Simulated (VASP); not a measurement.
Here is the system:

```
CELL_PARAMETERS angstrom
     -1.39417     1.39417     1.39417
      1.39417    -1.39417     1.39417
      1.39417     1.39417    -1.39417
ATOMIC_POSITIONS crystal
  Fe 0.00000 0.00000 0.00000
```
Starting moments (μB, in the order of the record's atoms Fe): 2.2.

All values below come from PBE GGA, VASP's PBE PAW potentials (set 64) (plane waves; VASP). Numerical set-up: 500 eV cut-off, 18×18×18 Γ-centred mesh, first-order Methfessel-Paxton smearing of 0.10 eV, potentials Fe.

Energy and stress use the plane-wave basis of the starting cell.

Question: The ions, cell shape and volume at an external pressure of 20.0 GPa are relaxed. What does this cell relax into?

Answer: 
```
CELL_PARAMETERS angstrom
     -1.37654     1.37654     1.37654
      1.37654    -1.37654     1.37654
      1.37654     1.37654    -1.37654
ATOMIC_POSITIONS crystal
  Fe 0.00000 0.00000 0.00000
```
Space group Im-3m (229), at a tolerance of 0.03 Å. The cell ends with 2.06 μB, on the sites 2.04 μB.

Question: How do energy and volume change from the first to the last step?

Answer: The energy (σ→0) changes by +37.0 meV/atom and the volume by -3.7 %, in 3 ionic steps.

```tsv
step	E(σ→0) (eV)	max force (eV/Å)	pressure (GPa)	volume (Å³)
1	-8.2292	0.000	9.74	10.84
2	-8.0736	0.000	40.08	9.79
3	-8.1922	0.000	19.85	10.43
```

The compound is Fe in the bcc structure. This run relaxes it under an external pressure of 20 GPa. Symmetry was kept, so distortions that lower it aren't found.
